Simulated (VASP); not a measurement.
Input:

```yaml
crystal:
  lattice:
    - [4.09549, -2.20076, 0.01792]
    - [4.09549, 2.20076, 0.01792]
    - [2.89705, 0.00000, 3.63646]
  atoms:
    - { symbol: Sb, position: [0.23165, 0.23165, 0.23165] }
    - { symbol: Sb, position: [0.76835, 0.76835, 0.76835] }
```

Method: revPBE GGA, VASP's PBE PAW potentials (set 64) (plane waves; VASP 6.6.1). Numerical set-up: 520 eV cut-off, Gaussian smearing of 0.050 eV, potentials Sb.

### Question
Give the energies of bands 2 to 8 at the high-symmetry points, in eV from the Fermi level.

### Answer

```
band      Γ      T     H2      L     S0      F
----  -----  -----  -----  -----  -----  -----
2     -5.11  -8.49  -8.77  -9.22  -8.87  -7.92
3     -1.86  -1.22  -4.50  -1.87  -4.78  -4.89
4     -1.62  -1.22  -4.35  -1.77  -2.83  -3.35
5     -1.62  -0.54  -0.77  -0.23  -2.70  -3.30
6      1.89   0.37   0.80  -0.17   2.70   1.72
7      2.56   0.37   4.50   0.34   2.93   4.58
8      2.56   1.16   4.55   0.78   4.31   5.33
```

It has no gap at this level: it comes out as a metal or semimetal.

The compound is Sb in the a7 structure. It was relaxed first, which changed the volume by +8 %.
